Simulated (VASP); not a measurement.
Energy against volume of Nb (bcc). These are vdW-DF-cx, VASP's PBE PAW potentials (set 64) (plane waves; VASP) values and carry that method's errors.

```json
[
 {"V (Å³/atom)": "16.518", "E (eV/atom)": "-7.77064"},
 {"V (Å³/atom)": "17.045", "E (eV/atom)": "-7.80075"},
 {"V (Å³/atom)": "17.572", "E (eV/atom)": "-7.80929"},
 {"V (Å³/atom)": "18.099", "E (eV/atom)": "-7.79982"},
 {"V (Å³/atom)": "18.627", "E (eV/atom)": "-7.77508"}
]
```

Q: Fit a third-order Birch-Murnaghan equation of state.

A: 
* **volume per atom**: 17.54 Å^3/atom
* **bulk modulus**: 184 GPa
* **pressure derivative of the bulk modulus**: 4.76
* **lattice constant a**: 6.187 bohr

Measured: bulk modulus 173 GPa at 0 K (computed value off by +6.3 %), as given by Daniel Mejia-Rodriguez et al., Physical Review B (2018), arXiv:1807.09216 [0 K value with the zero-point phonon effect removed]; a 3.294 Å at 0 K (computed value off by -0.6 %), as given by Daniel Mejia-Rodriguez et al., Physical Review B (2018), arXiv:1807.09216 [static lattice: zero-point anharmonic expansion removed].

The compound is Nb in the bcc structure. It was relaxed first.
